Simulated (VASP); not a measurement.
Crystal: Sc.

```
Sc
1.0
     3.29122    0.00000    0.00000
    -1.64561    2.85028    0.00000
     0.00000    0.00000    5.33257
Sc
2
Direct
  0.33333 0.66667 0.25000
  0.66667 0.33333 0.75000
```

| Property | Result |
| --- | --- |
| Program | VASP 6.6.1 |
| Task | relaxation of cell and atoms |
| Functional | PBEsol |
| Potentials or basis | VASP PAW PBE potentials, release 64 (Sc_sv) |
| Cutoff | 480 eV |
| k mesh | 15 × 15 × 8 |
| Occupations | gaussian, width 0.1 eV |
| Spin | no spin polarisation |

At the start: pressure -2.8 GPa; volume 25.01 Å³/atom.

**Question.** Where does the relaxation end?

**Answer.** Over 7 steps the energy falls by 19.5 meV/atom and the volume is 23.64 Å³/atom (-5.5 %); space group P6_3/mmc (No. 194, to 0.05 Å).

The path:
| step | energy change (eV) | largest force (eV/Å) | pressure (GPa) | volume (Å³) |
| --- | --- | --- | --- | --- |
| 1 | 0.0000 | 0.0000 | -2.82 | 50.02 |
| 2 | -0.0346 | 0.0000 | 0.54 | 46.89 |
| 3 | -0.0347 | 0.0000 | 0.41 | 46.99 |
| 4 | -0.0385 | 0.0000 | 0.16 | 47.15 |
| 5 | -0.0390 | 0.0000 | 0.04 | 47.23 |
| 6 | -0.0390 | 0.0000 | 0.04 | 47.23 |
| 7 | -0.0390 | 0.0000 | -0.01 | 47.28 |

Final structure:
```
Sc
1.0
     3.27729    0.00000    0.00000
    -1.63864    2.83821    0.00000
     0.00000    0.00000    5.08284
Sc
2
Direct
  0.33333 0.66667 0.25000
  0.66667 0.33333 0.75000
```

Caveat: the PAW data sets were made with another functional, which shifts forces and pressure a little.
